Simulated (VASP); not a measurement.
# Li: Li into a neighbouring Li vacancy, part 2 of 2

How hard is this move in Li: Li into a neighbouring Li vacancy? Both ends are relaxed first, then a band of images between them.

VASP 6.6.1; PBEsol; plane waves and PAW (Li).

So far. Step 3 (Relax the start): The run ended after 8 ionic steps, 0.108 eV below its first step, once the forces on the free atoms met EDIFFG = -0.05. Step 4 (Relax the end): The run ended after 8 ionic steps, 0.117 eV below its first step, once the forces on the free atoms met EDIFFG = -0.05.

### Step 5. Nudged elastic band

Images on a straight line between the ends relax across the path, while springs keep them spaced along it.

INCAR reads:

```
SYSTEM = Li
PREC = Normal
ENCUT = 280
EDIFF = 1E-05
NELM = 120
ISMEAR = 1
SIGMA = 0.15
LREAL = Auto
ALGO = Fast
GGA = PS
LWAVE = .FALSE.
LCHARG = .FALSE.
NCORE = 2
IMAGES = 3
SPRING = -5
IBRION = 1
POTIM = 0.3
NSW = 50
EDIFFG = -0.05
ISYM = 0
ISIF = 0
```

POSCAR reads:

```
Li
1.0
   10.3537268592      0.0000000000      0.0000000000
    0.0000000000     10.3537268592      0.0000000000
    0.0000000000      0.0000000000     10.3537268592
Li
53
Direct
    0.3429033016      0.0004299212      0.0000530025
    0.6561728626      0.0010061210      0.9996907564
    0.0001748236      0.3428441678      0.9987601236
    0.0010857236      0.9995260408      0.3429896963
    0.1595967407      0.1605966754      0.1597723084
    0.3335831719      0.3338844951      0.9997382790
    0.3337490880      0.0002011380      0.3335516055
    0.4989199154      0.1679427610      0.1685360612
    0.6678750736      0.3340755362      0.9992440477
    0.6654232859      0.0001393823      0.3330198688
    0.8402565453      0.1594999933      0.1598586165
    0.9998643964      0.6569796873      0.9981077932
    0.0002516705      0.3346845348      0.3341589309
    0.1666446265      0.4996415965      0.1675643408
    0.3340677456      0.6642622191      0.9997499152
    0.0008065712      0.9994013312      0.6555499804
    0.1684251361      0.1681213216      0.4993105266
    0.3316138008      0.3338125713      0.3333841709
    0.4999140814      0.4992790862      0.1674492337
    0.6664570461      0.6654617353      0.9998561335
    0.3343195010      0.9999649762      0.6648619136
    0.4995973761      0.1693538051      0.4981886838
    0.6690372685      0.3326507145      0.3325719558
    0.8334684797      0.4991295394      0.1666137592
    0.6646870486      0.9997497599      0.6647210814
    0.8323031634      0.1664554380      0.4998411253
    0.0005189286      0.6655339201      0.3335759474
    0.1612928058      0.8390863793      0.1600296274
    0.0001830933      0.3338995729      0.6649249621
    0.1691270263      0.5000798979      0.5002668137
    0.3326611504      0.6666161924      0.3318681382
    0.5000311690      0.8317538869      0.1671931168
    0.1597363685      0.1603028092      0.8395411940
    0.3327402766      0.3333943893      0.6673817020
    0.5006701241      0.4988779096      0.4987088651
    0.6675970921      0.6677943096      0.3322025332
    0.8401462151      0.8398641281      0.1594623670
    0.4990745362      0.1669308879      0.8310527315
    0.6678048362      0.3311058902      0.6672685114
    0.8319538297      0.5007145075      0.4996246522
    0.8400797672      0.1600785943      0.8388356628
    0.0000476058      0.6661529814      0.6660606950
    0.1700199515      0.8309737482      0.4987709530
    0.1679142248      0.4996994009      0.8309784810
    0.3325414646      0.6674679239      0.6668959808
    0.4995515579      0.8313931881      0.4989240909
    0.5010095757      0.4995593826      0.8308764494
    0.6662187601      0.6675153832      0.6662969346
    0.8311530744      0.8326251670      0.4987632121
    0.8323445960      0.4996673390      0.8305731969
    0.1609906214      0.8409632422      0.8402205456
    0.4997689814      0.8317762988      0.8319336339
    0.8396787532      0.8408769048      0.8401964996
```

KPOINTS reads:

```
Automatic mesh
0
Monkhorst-Pack
2 2 2
0 0 0
```

00/POSCAR reads:

```
Li
1.0
   10.3537268592      0.0000000000      0.0000000000
    0.0000000000     10.3537268592      0.0000000000
    0.0000000000      0.0000000000     10.3537268592
Li
53
Direct
    0.3429033016      0.0004299212      0.0000530025
    0.6561728626      0.0010061210      0.9996907564
    0.0001748236      0.3428441678      0.9987601236
    0.0010857236      0.9995260408      0.3429896963
    0.1595967407      0.1605966754      0.1597723084
    0.3335831719      0.3338844951      0.9997382790
    0.3337490880      0.0002011380      0.3335516055
    0.4989199154      0.1679427610      0.1685360612
    0.6678750736      0.3340755362      0.9992440477
    0.6654232859      0.0001393823      0.3330198688
    0.8402565453      0.1594999933      0.1598586165
    0.9998643964      0.6569796873      0.9981077932
    0.0002516705      0.3346845348      0.3341589309
    0.1666446265      0.4996415965      0.1675643408
    0.3340677456      0.6642622191      0.9997499152
    0.0008065712      0.9994013312      0.6555499804
    0.1684251361      0.1681213216      0.4993105266
    0.3316138008      0.3338125713      0.3333841709
    0.4999140814      0.4992790862      0.1674492337
    0.6664570461      0.6654617353      0.9998561335
    0.3343195010      0.9999649762      0.6648619136
    0.4995973761      0.1693538051      0.4981886838
    0.6690372685      0.3326507145      0.3325719558
    0.8334684797      0.4991295394      0.1666137592
    0.6646870486      0.9997497599      0.6647210814
    0.8323031634      0.1664554380      0.4998411253
    0.0005189286      0.6655339201      0.3335759474
    0.1612928058      0.8390863793      0.1600296274
    0.0001830933      0.3338995729      0.6649249621
    0.1691270263      0.5000798979      0.5002668137
    0.3326611504      0.6666161924      0.3318681382
    0.5000311690      0.8317538869      0.1671931168
    0.1597363685      0.1603028092      0.8395411940
    0.3327402766      0.3333943893      0.6673817020
    0.5006701241      0.4988779096      0.4987088651
    0.6675970921      0.6677943096      0.3322025332
    0.8401462151      0.8398641281      0.1594623670
    0.4990745362      0.1669308879      0.8310527315
    0.6678048362      0.3311058902      0.6672685114
    0.8319538297      0.5007145075      0.4996246522
    0.8400797672      0.1600785943      0.8388356628
    0.0000476058      0.6661529814      0.6660606950
    0.1700199515      0.8309737482      0.4987709530
    0.1679142248      0.4996994009      0.8309784810
    0.3325414646      0.6674679239      0.6668959808
    0.4995515579      0.8313931881      0.4989240909
    0.5010095757      0.4995593826      0.8308764494
    0.6662187601      0.6675153832      0.6662969346
    0.8311530744      0.8326251670      0.4987632121
    0.8323445960      0.4996673390      0.8305731969
    0.1609906214      0.8409632422      0.8402205456
    0.4997689814      0.8317762988      0.8319336339
    0.8396787532      0.8408769048      0.8401964996
```

01/POSCAR reads:

```
Li
1.0
   10.3537268592      0.0000000000      0.0000000000
    0.0000000000     10.3537268592      0.0000000000
    0.0000000000      0.0000000000     10.3537268592
Li
53
Direct
    0.3391115988      0.0020219176      0.0013694519
    0.6588158940      0.0007180429      0.9992356564
    0.0016583483      0.3390623646      1.0006744424
    0.0024959105      1.0009471119      0.3389711528
    0.1212929728      0.1217867508      0.1214965256
    0.3320053857      0.3323928690      1.0007208914
    0.3323357484      0.0018360712      0.3317107425
    0.5014958424      0.1680958293      0.1676651480
    0.6677890245      0.3340800962      0.9988420720
    0.6656078221     -0.0000870389      0.3329472010
    0.8362077519      0.1613375408      0.1613129664
    0.9998387482      0.6591280282      0.9988098326
    0.0017988900      0.3328603144      0.3324977277
    0.1668770377      0.5018714242      0.1675988653
    0.3341333303      0.6644367926      0.9995542158
    0.0003018597      0.9988469480      0.6580717483
    0.1677373652      0.1679167054      0.5018308723
    0.3304940552      0.3319631983      0.3319132909
    0.5003416220      0.4991253547      0.1672300258
    0.6665230506      0.6656530204      0.9996337342
    0.3341555434      0.9995544732      0.6653194323
    0.4999640440      0.1684701792      0.4989871662
    0.6685121604      0.3328120515      0.3329717284
    0.8330694040      0.4994039020      0.1668089111
    0.6654729467      0.9993499657      0.6652313197
    0.8323592432      0.1662100929      0.4998209755
    0.0000962500      0.6660453310      0.3334793843
    0.1630194698      0.8352061625      0.1617253610
   -0.0002629720      0.3340820649      0.6650251890
    0.1685438608      0.5003526802      0.5001501691
    0.3334070144      0.6662703717      0.3326415889
    0.5001231462      0.8318751081      0.1669081625
    0.1612159202      0.1620076701      0.8353694562
    0.3330471907      0.3337644465      0.6669746149
    0.5004468470      0.4987350374      0.4988245003
    0.6669747431      0.6674219844      0.3325222561
    0.8380874010      0.8378736554      0.1610993027
    0.4996762825      0.1672439356      0.8310954720
    0.6679327452      0.3320668904      0.6667575368
    0.8323928468      0.5006643336      0.4992827111
    0.8385565514      0.1615110564      0.8372164633
   -0.0003548956      0.6665859566      0.6657788442
    0.1693070730      0.8312148385      0.4990673570
    0.1675767492      0.5001092098      0.8309809938
    0.3332644484      0.6672120613      0.6665819304
    0.4995326973      0.8319145221      0.4989320452
    0.5009224488      0.4991782164      0.8313069756
    0.6663576534      0.6673403790      0.6660210701
    0.8315965894      0.8327826957      0.4982442072
    0.8328267320      0.5000545497      0.8310847043
    0.1622090742      0.8385557826      0.8384318098
    0.4999254631      0.8322347587      0.8324335401
    0.8383292217      0.8389319580      0.8387165196
```

02/POSCAR reads:

```
Li
1.0
   10.3537268592      0.0000000000      0.0000000000
    0.0000000000     10.3537268592      0.0000000000
    0.0000000000      0.0000000000     10.3537268592
Li
53
Direct
    0.3353198961      0.0036139141      0.0026859013
    0.6614589254      0.0004299649      0.9987805564
    0.0031418729      0.3352805614      1.0025887612
    0.0039060974      1.0023681830      0.3349526092
    0.0829892048      0.0829768261      0.0832207427
    0.3304275996      0.3309012429      1.0017035038
    0.3309224088      0.0034710044      0.3298698794
    0.5040717695      0.1682488976      0.1667942349
    0.6677029754      0.3340846561      0.9984400964
    0.6657923583     -0.0003134601      0.3328745332
    0.8321589586      0.1631750884      0.1627673164
    0.9998131000      0.6612763692      0.9995118720
    0.0033461096      0.3310360940      0.3308365245
    0.1671094489      0.5041012518      0.1676333898
    0.3341989150      0.6646113662      0.9993585165
   -0.0002028519      0.9982925647      0.6605935162
    0.1670495942      0.1677120892      0.5043512180
    0.3293743096      0.3301138253      0.3304424110
    0.5007691626      0.4989716232      0.1670108178
    0.6665890551      0.6658443055      0.9994113349
    0.3339915857      0.9991439702      0.6657769510
    0.5003307119      0.1675865532      0.4997856486
    0.6679870524      0.3329733886      0.3333715009
    0.8326703283      0.4996782647      0.1670040630
    0.6662588448      0.9989501715      0.6657415580
    0.8324153230      0.1659647478      0.4998008258
   -0.0003264286      0.6665567420      0.3333828212
    0.1647461338      0.8313259456      0.1634210946
   -0.0007090374      0.3342645568      0.6651254160
    0.1679606953      0.5006254625      0.5000335244
    0.3341528784      0.6659245510      0.3334150395
    0.5002151234      0.8319963294      0.1666232082
    0.1626954720      0.1637125310      0.8311977184
    0.3333541048      0.3341345038      0.6665675278
    0.5002235698      0.4985921652      0.4989401355
    0.6663523940      0.6670496592      0.3328419790
    0.8360285868      0.8358831826      0.1627362384
    0.5002780288      0.1675569834      0.8311382126
    0.6680606543      0.3330278906      0.6662465621
    0.8328318639      0.5006141598      0.4989407700
    0.8370333355      0.1629435186      0.8355972638
   -0.0007573971      0.6670189319      0.6654969934
    0.1685941946      0.8314559288      0.4993637611
    0.1672392736      0.5005190187      0.8309835067
    0.3339874322      0.6669561986      0.6662678800
    0.4995138367      0.8324358560      0.4989399996
    0.5008353218      0.4987970501      0.8317375019
    0.6664965466      0.6671653748      0.6657452056
    0.8320401044      0.8329402243      0.4977252024
    0.8333088680      0.5004417604      0.8315962117
    0.1634275271      0.8361483230      0.8366430740
    0.5000819448      0.8326932186      0.8329334462
    0.8369796902      0.8369870112      0.8372365397
```

03/POSCAR reads:

```
Li
1.0
   10.3537268592      0.0000000000      0.0000000000
    0.0000000000     10.3537268592      0.0000000000
    0.0000000000      0.0000000000     10.3537268592
Li
53
Direct
    0.3315281934      0.0052059106      0.0040023506
    0.6641019568      0.0001418868      0.9983254564
    0.0046253976      0.3314987582      1.0045030799
    0.0053162844      1.0037892541      0.3309340657
    0.0446854369      0.0441669014      0.0449449598
    0.3288498134      0.3294096168      1.0026861161
    0.3295090693      0.0051059376      0.3280290164
    0.5066476965      0.1684019658      0.1659233218
    0.6676169263      0.3340892161      0.9980381207
    0.6659768945     -0.0005398814      0.3328018653
    0.8281101652      0.1650126359      0.1642216664
    0.9997874518      0.6634247101      1.0002139114
    0.0048933291      0.3292118737      0.3291753213
    0.1673418601      0.5063310795      0.1676679142
    0.3342644997      0.6647859398      0.9991628172
   -0.0007075634      0.9977381814      0.6631152841
    0.1663618233      0.1675074729      0.5068715636
    0.3282545640      0.3282644523      0.3289715310
    0.5011967033      0.4988178918      0.1667916098
    0.6666550596      0.6660355906      0.9991889356
    0.3338276280      0.9987334671      0.6662344698
    0.5006973798      0.1667029272      0.5005841310
    0.6674619443      0.3331347256      0.3337712734
    0.8322712526      0.4999526274      0.1671992150
    0.6670447428      0.9985503773      0.6662517963
    0.8324714028      0.1657194027      0.4997806760
   -0.0007491071      0.6670681530      0.3332862580
    0.1664727978      0.8274457288      0.1651168283
   -0.0011551027      0.3344470487      0.6652256430
    0.1673775298      0.5008982448      0.4999168798
    0.3348987425      0.6655787302      0.3341884902
    0.5003071006      0.8321175506      0.1663382540
    0.1641750237      0.1654173918      0.8270259806
    0.3336610189      0.3345045610      0.6661604407
    0.5000002926      0.4984492930      0.4990557707
    0.6657300450      0.6666773341      0.3331617018
    0.8339697727      0.8338927098      0.1643731741
    0.5008797752      0.1678700311      0.8311809532
    0.6681885633      0.3339888907      0.6657355874
    0.8332708810      0.5005639859      0.4985988290
    0.8355101196      0.1643759807      0.8339780642
   -0.0011598985      0.6674519072      0.6652151425
    0.1678813161      0.8316970191      0.4996601652
    0.1669017979      0.5009288276      0.8309860196
    0.3347104161      0.6667003360      0.6659538296
    0.4994949761      0.8329571900      0.4989479539
    0.5007481949      0.4984158838      0.8321680282
    0.6666354399      0.6669903706      0.6654693411
    0.8324836193      0.8330977530      0.4972061976
    0.8337910039      0.5008289710      0.8321077191
    0.1646459800      0.8337408633      0.8348543383
    0.5002384264      0.8331516786      0.8334333524
    0.8356301586      0.8350420643      0.8357565598
```

04/POSCAR reads:

```
Li
1.0
   10.3537268592      0.0000000000      0.0000000000
    0.0000000000     10.3537268592      0.0000000000
    0.0000000000      0.0000000000     10.3537268592
Li
53
Direct
    0.3277364906      0.0067979070      0.0053188000
    0.6667449882     -0.0001461912      0.9978703564
    0.0061089223      0.3277169550      1.0064173987
    0.0067264713      1.0052103252      0.3269155222
    0.0063816690      0.0053569768      0.0066691770
    0.3272720272      0.3279179907      1.0036687285
    0.3280957297      0.0067408708      0.3261881534
    0.5092236235      0.1685550341      0.1650524086
    0.6675308772      0.3340937760      0.9976361450
    0.6661614307     -0.0007663026      0.3327291975
    0.8240613718      0.1668501834      0.1656760163
    0.9997618036      0.6655730510      1.0009159508
    0.0064405486      0.3273876533      0.3275141181
    0.1675742713      0.5085609072      0.1677024387
    0.3343300844      0.6649605133      0.9989671178
   -0.0012122749      0.9971837982      0.6656370520
    0.1656740523      0.1673028567      0.5093919093
    0.3271348184      0.3264150793      0.3275006510
    0.5016242439      0.4986641603      0.1665724019
    0.6667210641      0.6662268757      0.9989665363
    0.3336636704      0.9983229641      0.6666919885
    0.5010640477      0.1658193013      0.5013826134
    0.6669368362      0.3332960626      0.3341710460
    0.8318721769      0.5002269900      0.1673943669
    0.6678306409      0.9981505831      0.6667620346
    0.8325274826      0.1654740576      0.4997605262
   -0.0011717857      0.6675795639      0.3331896949
    0.1681994618      0.8235655120      0.1668125619
   -0.0016011681      0.3346295407      0.6653258699
    0.1667943643      0.5011710271      0.4998002352
    0.3356446065      0.6652329095      0.3349619409
    0.5003990778      0.8322387718      0.1660532997
    0.1656545754      0.1671222527      0.8228542428
    0.3339679330      0.3348746182      0.6657533536
    0.4997770155      0.4983064208      0.4991714059
    0.6651076960      0.6663050089      0.3334814247
    0.8319109586      0.8319022371      0.1660101098
    0.5014815215      0.1681830788      0.8312236937
    0.6683164723      0.3349498909      0.6652246128
    0.8337098981      0.5005138120      0.4982568879
    0.8339869038      0.1658084429      0.8323588647
   -0.0015624000      0.6678848824      0.6649332917
    0.1671684376      0.8319381094      0.4999565692
    0.1665643223      0.5013386365      0.8309885324
    0.3354333999      0.6664444734      0.6656397792
    0.4994761155      0.8334785240      0.4989559082
    0.5006610680      0.4980347176      0.8325985544
    0.6667743331      0.6668153664      0.6651934766
    0.8329271343      0.8332552817      0.4966871927
    0.8342731399      0.5012161817      0.8326192265
    0.1658644328      0.8313334037      0.8330656025
    0.5003949081      0.8336101385      0.8339332586
    0.8342806271      0.8330971175      0.8342765798
```

Potentials, in the order of the species: Li (PBE family, release 64).

The run is started by

```console
$ mpirun -np 6 vasp_std
```

It took 2.1 min on 6 MPI ranks of AMD EPYC 7R43, shared host; peak memory 1.1 GiB; 13 min of CPU time.

The path, image by image:

```tsv
image	path (A)	energy (eV)	Li5: x, y, z (Å)
0	0.000	0.0000	1.652, 1.663, 1.654
1	0.794	-0.0032	1.288, 1.290, 1.284
2	1.584	0.0202	0.862, 0.861, 0.859
3	2.375	-0.0036	0.437, 0.431, 0.434
4	3.172	0.0039	0.066, 0.055, 0.069
```

Numbers from this step:

```
electronic cycles                        : 57
path length                              : 3.172 Å
barrier                                  : 0.02024 eV
barrier in the reverse direction         : 0.01632 eV
barrier from a spline through the images : 0.02025 eV
reaction energy                          : 0.003923 eV
```

What the program prints for this run, and its count of cycles, belong to image 1; the force that counts for the threshold is the band's, across the path.

### Step 6. Results

```
hop                                      : Li into a neighbouring Li vacancy
barrier                                  : 0.0202 eV
barrier in the reverse direction         : 0.0163 eV
barrier from a spline through the images : 0.0202 eV
reaction energy                          : 0.00392 eV
path length                              : 3.17 Å
```

In words: The barrier is 0.02 eV forwards and 0.02 eV backwards. A barrier this low is not resolved by the force threshold of the band. Both ends are alike and an image sits at the midpoint, which is the saddle if the path is symmetric. The band met its force threshold after 12 steps. Cell and mesh are small and were not tested. The band started on a straight line, so other routes may lie lower.

[Lines on the potential files, build, host, timing and source positions are cut from VASP's logs without a mark.]

[Logs are printed without paths, hosts, clocks, repeated set-up lines and the standing remarks that a program may print on its own settings, such as how far it seeks lower states.]

[Hosts, paths, dates, database ids (printed as entryN), source tags and the programs' standing remarks are cut or masked in the printed files.]

[Runs that stopped without an error message from VASP are left out.]
